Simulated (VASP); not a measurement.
Input for VASP

File POSCAR:
```
C
1
    1.2330805223    -2.1357576173    -0.0000000000
    1.2330805223     2.1357576173    -0.0000000000
    0.0000000000     0.0000000000     6.7104250184
C
4
Direct
  0.0000000000   0.0000000000   0.2500000000
  0.0000000000   0.0000000000   0.7500000000
  0.3333330000   0.6666670000   0.2500000000
  0.6666670000   0.3333330000   0.7500000000
```

KPOINTS:
```
Automatic mesh
0
Gamma
9 9 3
0 0 0
```

**INCAR**
```
SYSTEM = C
PREC = Accurate; ENCUT = 520; LREAL = F
LASPH = T
EDIFF = 1E-6; NELM = 100; ALGO = Normal
ISMEAR = 0; SIGMA = 0.05
GGA = PE; IVDW = 12
IBRION = 2; NSW = 60; ISIF = 3
EDIFFG = -0.02
LWAVE = F; LCHARG = F
```

POTCAR, in this order: C (PBE.64 set). Program: vasp_std.

Q: Translate this PBE-D3(BJ) calculation to Quantum ESPRESSO's pw.x.

A: One equivalent input (not run):
```
&CONTROL
  calculation = 'vc-relax'
  pseudo_dir = './pseudo'
  outdir = './out'
  tprnfor = .true.
  tstress = .true.
  nstep = 60
  forc_conv_thr = 0.00078
/
&SYSTEM
  ibrav = 0
  nat = 4
  ntyp = 1
  ecutwfc = 82
  occupations = 'smearing'
  smearing = 'gaussian'
  degauss = 0.003675
  input_dft = 'pbe'
  vdw_corr = 'grimme-d3'
  dftd3_version = 4
  dftd3_threebody = .false.
/
&ELECTRONS
  conv_thr = 7.3e-08
  electron_maxstep = 100
/
&IONS
/
&CELL
/
ATOMIC_SPECIES
  C 12.011 C.upf
CELL_PARAMETERS angstrom
     1.2330805   -2.1357576   -0.0000000
     1.2330805    2.1357576   -0.0000000
     0.0000000    0.0000000    6.7104250
ATOMIC_POSITIONS crystal
  C    0.0000000  0.0000000  0.2500000
  C    0.0000000  0.0000000  0.7500000
  C    0.3333330  0.6666670  0.2500000
  C    0.6666670  0.3333330  0.7500000
K_POINTS automatic
  9 9 3 0 0 0
```
Limits of the translation: the potentials are each code's own (VASP's PAW set, PseudoDojo norm-conserving files in pw.x), so ENCUT and ecutwfc are chosen apart and not converted; conv_thr bounds pw.x's estimated SCF error, while EDIFF bounds the energy change between steps; forc_conv_thr acts on force components and is met together with etot_conv_thr.

The compound is C in the graphite structure. It was relaxed first. The k-mesh is coarse (spacing up to 0.33 per Å, 2π included), so the numbers may not be converged in it. The start is the result of an earlier pass.
